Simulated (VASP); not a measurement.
```
CELL_PARAMETERS angstrom
      0.00000     2.97140     2.97140
      2.97140     0.00000     2.97140
      2.97140     2.97140     0.00000
ATOMIC_POSITIONS crystal
  Al 0.25000 0.25000 0.25000
  Al 0.75000 0.75000 0.75000
  Pt 0.00000 0.00000 0.00000
```

The numbers are results of PBE GGA, VASP's PBE PAW potentials (set 64) (plane waves; VASP), not measurements. Run with 480 eV cut-off, 8×8×8 Γ-centred mesh, first-order Methfessel-Paxton smearing of 0.10 eV, potentials Al Pt.

Energy and stress use the plane-wave basis of the starting cell.

### Question
The ions, cell shape and volume at an external pressure of 10.0 GPa are relaxed. Give the cell that the relaxation ends in.

### Answer

```
CELL_PARAMETERS angstrom
      0.00000     2.90698     2.90698
      2.90698     0.00000     2.90698
      2.90698     2.90698     0.00000
ATOMIC_POSITIONS crystal
  Al 0.25000 0.25000 0.25000
  Al 0.75000 0.75000 0.75000
  Pt 0.00000 0.00000 0.00000
```
Space group Fm-3m (225), at a tolerance of 0.03 Å.

### Question
How do energy and volume change from the first to the last step?

### Answer
The energy (σ→0) changes by +32.7 meV/atom and the volume by -6.4 %, in 4 ionic steps.

The compound is PtAl2 in the fluorite structure. This run relaxes it under an external pressure of 10 GPa. Symmetry was kept, so distortions that lower it aren't found.
